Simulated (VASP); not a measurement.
# Ta3AsAu2O13 (P1) in VASP: settings compared, part 2 of 2

VASP 6.6.1.

## Step 3: Relaxation of cell and atoms, RPBE

Contents of INCAR:

```
PREC     = Accurate       # precision mode
ENCUT    = 600            # plane-wave cutoff, eV
EDIFF    = 1E-7           # SCF threshold, eV
ISMEAR   = -1             # smearing method
SIGMA    = 0.05           # smearing width, eV
LREAL    = False          # projectors in reciprocal space
LASPH    = True           # aspherical terms in the spheres
NELM     = 80             # most SCF steps
ALGO     = Normal         # electronic algorithm
ISIF     = 3              # what is computed and relaxed
LWAVE    = False          # write WAVECAR
LCHARG   = False          # write CHGCAR
GGA      = RP             # functional
IBRION   = 2              # ionic algorithm
NSW      = 60             # ionic steps
EDIFFG   = -0.01          # ionic threshold
KPAR     = 4
```

Contents of KPOINTS:

```
regular mesh
0
Gamma
  5 5 4
```

Contents of POSCAR:

```
Ta3AsAu2O13
1.0
    5.7238600000      0.0000000000      0.0000000000
    1.2946400000      6.2566800000      0.0000000000
    0.2681600000      1.3098200000      8.3663700000
Ta As Au O
3 1 2 13
Direct
    0.2171300000      0.3052100000      0.5843100000
    0.0332500000      0.1112300000      0.9985500000
    0.5824800000      0.6214500000      0.5048200000
    0.5870700000      0.8969100000      0.8304900000
    0.5800400000      0.0922800000      0.1861300000
    0.0448500000      0.8207700000      0.4468200000
    0.6620100000      0.6972600000      0.7108800000
    0.5163200000      0.1341800000      0.6962500000
    0.8509800000      0.8877300000      0.9193200000
    0.3446600000      0.8700300000      0.9465100000
    0.7301500000      0.2924000000      0.0309500000
    0.2462200000      0.2180900000      0.1107500000
    0.1290000000      0.0939800000      0.4910400000
    0.4803200000      0.3888700000      0.4349900000
    0.0596600000      0.2668500000      0.7859400000
    0.9333000000      0.5324000000      0.4564500000
    0.4997500000      0.8516100000      0.3497100000
    0.2525600000      0.6298800000      0.6247300000
    0.9187800000      0.9517500000      0.2263600000
```

Potentials or basis: VASP PAW PBE potentials, release 64 (Ta_pv, As, Au, O).

Started as:

```sh
cat potpaw_PBE.64/Ta_pv/POTCAR potpaw_PBE.64/As/POTCAR potpaw_PBE.64/Au/POTCAR potpaw_PBE.64/O/POTCAR > POTCAR
mpirun -np 4 vasp_std > vasp.out
```

Wall time 2.3 h (4 MPI ranks of Intel Xeon 6975P-C (Granite Rapids), shared host); peak memory 1.4 GiB.

Results (log left out):

| Quantity | Value |
| --- | --- |
| Free energy | -135.6431 eV |
| Relaxed volume | 16.33 Å³/atom |
| Relaxed cell | a = 5.778 Å, b = 6.455 Å, c = 8.601 Å, α = 80.34°, β = 88.58°, γ = 78.85° |
| Space group after relaxing (to 0.05 Å) | P1 (No. 1) |
| Energy gained by relaxing | 5.1 meV/atom |
| Ionic steps | 44 |
| Pressure after relaxing | 0.0 GPa |
| Largest force after relaxing | 0.010 eV/Å |
| Band gap on the k mesh | 1.19 eV, indirect (least direct gap 1.24 eV) |

Forces on the atoms (eV/Å):
```
Ta   0.003 -0.003  0.000
Ta  -0.004 -0.005  0.001
Ta   0.000  0.006  0.006
As   0.001 -0.001 -0.002
Au   0.002  0.000 -0.008
Au  -0.001 -0.005  0.004
O    0.002  0.003  0.003
O    0.001  0.000  0.004
O    0.001  0.001  0.006
O   -0.003 -0.001  0.002
O   -0.003  0.004 -0.008
O   -0.001 -0.002 -0.004
O    0.001 -0.005  0.001
O    0.002  0.000 -0.006
O   -0.003  0.000  0.002
O    0.005 -0.002 -0.001
O   -0.003  0.004  0.001
O    0.000  0.000  0.000
O    0.000  0.005  0.000
```

The path:
```tsv
step	energy change (eV)	largest force (eV/Å)	pressure (GPa)	volume (Å³)
1	0.0000	0.4772	3.76	299.62
3	-0.0761	0.4143	0.20	305.37
5	-0.0837	0.2295	0.04	306.40
7	-0.0869	0.1634	0.07	306.94
9	-0.0892	0.1574	0.03	307.64
11	-0.0912	0.0996	-0.01	308.34
13	-0.0922	0.0709	0.00	308.62
15	-0.0931	0.0834	0.03	308.91
17	-0.0942	0.0622	-0.03	309.35
19	-0.0949	0.0963	0.04	309.43
21	-0.0954	0.0513	-0.01	309.63
23	-0.0957	0.0599	0.00	309.74
25	-0.0962	0.0565	-0.01	309.91
27	-0.0965	0.0278	0.00	309.91
29	-0.0965	0.0435	0.01	309.95
31	-0.0967	0.0261	0.00	309.96
33	-0.0967	0.0612	0.01	310.01
35	-0.0968	0.0189	0.02	310.02
37	-0.0969	0.0172	0.02	310.11
39	-0.0969	0.0282	0.01	310.16
41	-0.0970	0.0212	-0.04	310.31
43	-0.0971	0.0170	-0.01	310.31
44	-0.0971	0.0098	0.01	310.29
```

Final structure:
```
Ta As Au O
1.0
     5.77802   -0.02677   -0.01544
     1.27762    6.32743    0.03549
     0.24203    1.37675    8.48706
Ta As Au O
3 1 2 13
Direct
  0.21561 0.30583 0.58493
  0.03571 0.10870 0.99669
  0.58076 0.62395 0.50640
  0.58453 0.89731 0.83039
  0.58425 0.09021 0.18407
  0.04556 0.82176 0.44730
  0.65963 0.70236 0.70958
  0.51323 0.13699 0.69738
  0.84934 0.88661 0.91983
  0.34409 0.86577 0.94618
  0.73696 0.28905 0.02934
  0.25092 0.21448 0.10651
  0.12866 0.09608 0.49197
  0.47493 0.39385 0.43718
  0.06049 0.26383 0.78551
  0.92937 0.53389 0.46028
  0.50095 0.85302 0.35078
  0.25312 0.62996 0.62489
  0.92044 0.94923 0.22579
```

Levels at points of the mesh, in eV from the valence-band top:
```csv
k point,band 66,band 67,band 68,band 69,band 70,band 71,band 72,band 73
"(0.00, 0.00, 0.00)",-0.69,-0.52,-0.22,-0.07,1.35,2.22,2.90,3.44
"(0.00, 0.00, 0.50)",-0.68,-0.53,-0.28,-0.06,1.33,2.27,2.97,3.39
```

Caveat: the PAW data sets were made with another functional, which shifts forces and pressure a little; spin-orbit coupling is left out, which moves the levels of the heavy elements; an odd mesh through Γ misses points on the zone boundary, where band edges often lie. RPBE gaps usually lie below the measured ones, often by a third to a half.

## Step 4: Relaxation of cell and atoms, revPBE

Edit INCAR of step 3 so:

```diff
@@ -12,3 +12,3 @@
 LCHARG   = False          # write CHGCAR
-GGA      = RP             # functional
+GGA      = RE             # functional
 IBRION   = 2              # ionic algorithm
```

KPOINTS is that of step 3.

POSCAR is that of step 3.

Started as:

```sh
cat potpaw_PBE.64/Ta_pv/POTCAR potpaw_PBE.64/As/POTCAR potpaw_PBE.64/Au/POTCAR potpaw_PBE.64/O/POTCAR > POTCAR
mpirun -np 4 vasp_std > vasp.out
```

Wall time 1.9 h (4 MPI ranks of Intel Xeon 6975P-C (Granite Rapids), shared host); peak memory 1.4 GiB.

It converged, with:

- Free energy: -136.4158 eV
- Relaxed volume: 16.21 Å³/atom
- Relaxed cell: a = 5.765 Å, b = 6.445 Å, c = 8.572 Å, α = 80.45°, β = 88.48°, γ = 78.76°
- Space group after relaxing (to 0.05 Å): P1 (No. 1)
- Energy gained by relaxing: 3.3 meV/atom
- Ionic steps: 43
- Pressure after relaxing: 0.0 GPa
- Largest force after relaxing: 0.010 eV/Å
- Band gap on the k mesh: 1.20 eV, indirect (least direct gap 1.26 eV)

Forces on the atoms (eV/Å):
```
Ta   0.004 -0.002 -0.003
Ta  -0.008  0.001  0.004
Ta  -0.005  0.005 -0.002
As   0.006  0.003  0.004
Au  -0.003 -0.003 -0.004
Au  -0.004  0.006 -0.007
O    0.002  0.001 -0.001
O   -0.002  0.003  0.005
O   -0.007 -0.003  0.002
O    0.002 -0.003 -0.006
O    0.003 -0.001 -0.005
O    0.006 -0.001 -0.003
O    0.000 -0.009  0.000
O   -0.002  0.004  0.000
O   -0.003 -0.002  0.002
O    0.008  0.000  0.003
O    0.002  0.004  0.004
O   -0.002 -0.002  0.002
O    0.004  0.001  0.006
```

The path:
| step | energy change (eV) | largest force (eV/Å) | pressure (GPa) | volume (Å³) |
| --- | --- | --- | --- | --- |
| 1 | 0.0000 | 0.4368 | 3.01 | 299.62 |
| 3 | -0.0493 | 0.3294 | 0.18 | 304.11 |
| 5 | -0.0539 | 0.1706 | 0.04 | 304.91 |
| 7 | -0.0558 | 0.1320 | 0.05 | 305.34 |
| 9 | -0.0573 | 0.1322 | 0.02 | 305.91 |
| 11 | -0.0587 | 0.0816 | -0.01 | 306.49 |
| 13 | -0.0593 | 0.0617 | 0.00 | 306.73 |
| 15 | -0.0600 | 0.0551 | 0.02 | 306.97 |
| 17 | -0.0605 | 0.0447 | 0.00 | 307.18 |
| 19 | -0.0612 | 0.0509 | 0.00 | 307.48 |
| 21 | -0.0616 | 0.0390 | 0.01 | 307.62 |
| 23 | -0.0619 | 0.0270 | -0.01 | 307.74 |
| 25 | -0.0621 | 0.0231 | -0.01 | 307.80 |
| 27 | -0.0623 | 0.0495 | 0.00 | 307.85 |
| 29 | -0.0625 | 0.0188 | 0.01 | 307.89 |
| 31 | -0.0625 | 0.0284 | 0.01 | 307.90 |
| 33 | -0.0626 | 0.0136 | -0.01 | 307.94 |
| 35 | -0.0626 | 0.0158 | -0.01 | 307.95 |
| 37 | -0.0626 | 0.0152 | 0.01 | 307.95 |
| 39 | -0.0626 | 0.0210 | 0.02 | 307.95 |
| 41 | -0.0627 | 0.0151 | -0.01 | 308.00 |
| 43 | -0.0627 | 0.0099 | -0.01 | 308.02 |

Final structure:
```
Ta As Au O
1.0
     5.76452   -0.02158   -0.01138
     1.28023    6.31621    0.02830
     0.24848    1.36356    8.45948
Ta As Au O
3 1 2 13
Direct
  0.21579 0.30573 0.58459
  0.03530 0.10903 0.99714
  0.58106 0.62340 0.50610
  0.58497 0.89780 0.83034
  0.58332 0.09041 0.18457
  0.04553 0.82126 0.44724
  0.66002 0.70190 0.70966
  0.51408 0.13698 0.69692
  0.85005 0.88705 0.91976
  0.34388 0.86702 0.94648
  0.73549 0.28958 0.02981
  0.25000 0.21513 0.10765
  0.12879 0.09515 0.49199
  0.47587 0.39293 0.43643
  0.06051 0.26451 0.78566
  0.93019 0.53337 0.45946
  0.50047 0.85248 0.35034
  0.25311 0.62963 0.62491
  0.92009 0.94952 0.22594
```

Levels at points of the mesh, in eV from the valence-band top:
| k point | band 67 | band 68 | band 69 | band 70 | band 71 | band 72 |
| --- | --- | --- | --- | --- | --- | --- |
| (0.00, 0.00, 0.00) | -0.53 | -0.23 | -0.07 | 1.36 | 2.25 | 2.90 |
| (0.00, 0.00, 0.50) | -0.54 | -0.29 | -0.06 | 1.35 | 2.29 | 2.97 |

Caveat: the PAW data sets were made with another functional, which shifts forces and pressure a little; spin-orbit coupling is left out, which moves the levels of the heavy elements; an odd mesh through Γ misses points on the zone boundary, where band edges often lie.

## Step 5: Overview

| level | gap on the mesh (eV) | pressure (GPa) | relaxed volume (Å³/atom) | largest force (eV/Å) |
| --- | --- | --- | --- | --- |
| PBE | 1.26 | 0.0 | 15.76 | - |
| RPBE | 1.19 | 0.0 | 16.33 | 0.01 |
| revPBE | 1.20 | 0.0 | 16.21 | 0.01 |

Alike in all rows: task relaxation of cell and atoms; potentials or basis VASP PAW PBE potentials, release 64 (Ta_pv, As, Au, O); no spin polarisation; cell relaxed; k mesh 5 × 5 × 4; cutoff (eV) 600; smearing fermi-dirac 0.05 eV.

Caveats: spin-orbit coupling is left out, which moves the levels of the heavy elements; an odd mesh through Γ misses points on the zone boundary, where band edges often lie; the PAW data sets were made with another functional, which shifts forces and pressure a little (some runs).

Absolute energies hang on the potentials; compare differences alone.
